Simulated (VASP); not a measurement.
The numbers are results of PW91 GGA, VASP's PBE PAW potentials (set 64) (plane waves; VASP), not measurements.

VASP input:

**INCAR**
```
IBRION=2   # conjugate gradients
GGA=91
LWAVE=.False.
EDIFF=1E-6   # SCF stop (eV)
ISIF=3
EDIFFG=-0.01   # ionic stop
LCHARG=.False.
LASPH=.True.
ISMEAR=1   # Methfessel-Paxton
ENCUT=520   # plane-wave cut-off (eV)
PREC=Accurate
NELM=100   # most electronic steps
NSW=60   # most ionic steps
LREAL=.False.
SIGMA=0.1
ALGO=Normal
SYSTEM=GdN
LMAXMIX=6   # l cut-off of mixed one-centre charges
```

### POSCAR
```
GdN
1.0
  0.0000000000   2.4910300707   2.4910300707
  2.4910300707   0.0000000000   2.4910300707
  2.4910300707   2.4910300707   0.0000000000
Gd N
1 1
Cart
  0.0000000000   0.0000000000   0.0000000000
  2.4910300707   2.4910300707   2.4910300707
```

**KPOINTS**
```
Automatic mesh
0
Gamma
11 11 11
0 0 0
```

POTCAR, in this order: Gd_3 N (PBE.64 set). Program: vasp_std.

Question: What will the output report for the number of irreducible k-points (NKPTS), largest plane-wave count, number of space-group operations, FFT grid (NGX, NGY, NGZ)?

Answer: 
```json
{
 "number of irreducible k-points (NKPTS)": "56",
 "largest_plane_wave_count": "869",
 "number_of_space_group_operations": "48",
 "FFT grid (NGX, NGY, NGZ)": "28 × 28 × 28"
}
```

The compound is GdN in the rock salt structure. It was relaxed first. The start is the result of an earlier pass. The 4f electrons are frozen in the core of the lanthanide potential, so 4f levels, which can set the real gap, and their magnetism are missing.
